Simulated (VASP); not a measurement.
Level of theory: PBEsol GGA, VASP's PBE PAW potentials (set 64) (plane waves; VASP).

VASP ran on this input.

POSCAR:
```
MgS
1
    0.0000000000     2.4417691625     2.4417691625
    2.4417691625     0.0000000000     2.4417691625
    2.4417691625     2.4417691625     0.0000000000
Mg S
1 1
Direct
  0.0000000000   0.0000000000   0.0000000000
  0.5000000000   0.5000000000   0.5000000000
```

KPOINTS:
```
Automatic mesh
0
Gamma
9 9 9
0 0 0
```

**INCAR**
```
# general
SYSTEM  = MgS
PREC    = Accurate
ENCUT   = 500   # plane-wave cut-off (eV)
LREAL   = .FALSE.   # projection in real space or not
LASPH   = .TRUE.   # aspherical one-centre terms

# electronic loop
EDIFF   = 1E-6   # SCF stop (eV)
NELM    = 100
ALGO    = Normal   # blocked Davidson

# smearing
ISMEAR  = 0
SIGMA   = 0.05   # width (eV)

# functional
GGA     = PS

# ions
IBRION  = 2
NSW     = 40
ISIF    = 3   # ions, shape and volume
EDIFFG  = -0.02   # ionic stop
PSTRESS = 300   # kbar

# output
LWAVE   = .FALSE.
LCHARG  = .FALSE.
```

POTCAR, in this order: Mg S (PBE.64 set). Program: vasp_std.

Q: What will the output report for the number of irreducible k-points (NKPTS), largest plane-wave count, number of space-group operations, FFT grid (NGX, NGY, NGZ)?

A: 
```
Quantity                                       Value
--------------------------------------  ------------
number of irreducible k-points (NKPTS)            35
largest plane-wave count                         751
number of space-group operations                  48
FFT grid (NGX, NGY, NGZ)                28 × 28 × 28
```

The structure was generated: MgS was put into the rock salt type (Fm-3m), which need not be its known phase. This run relaxes it under an external pressure of 30 GPa. Symmetry was kept, so distortions that lower it aren't found.
